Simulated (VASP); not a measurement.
Input:

```
SrCl2
1.0
    0.00000     3.50347     3.50347
    3.50347     0.00000     3.50347
    3.50347     3.50347     0.00000
Sr Cl
1 2
Direct
  0.00000   0.00000   0.00000
  0.25000   0.25000   0.25000
  0.75000   0.75000   0.75000
```

The numbers are results of revTPSS meta-GGA, VASP's PBE PAW potentials (set 64) (plane waves; VASP 6.6.1), not measurements. Settings: 520 eV cut-off, 6×6×6 Γ-centred mesh, tetrahedra with Blöchl corrections, potentials Sr_sv Cl.

### Question
What does the run give for the energy per atom (σ→0), band gap (over mesh and band path) with the smallest direct gap where there is one?

### Answer

```
Property                                               Result
---------------------------------------------  --------------
band gap (over mesh and band path)                    5.68 eV
smallest direct gap (over mesh and band path)         5.78 eV
energy per atom (σ→0)                          -1.789 eV/atom
```

The compound is SrCl2 in the fluorite structure. It was relaxed first.
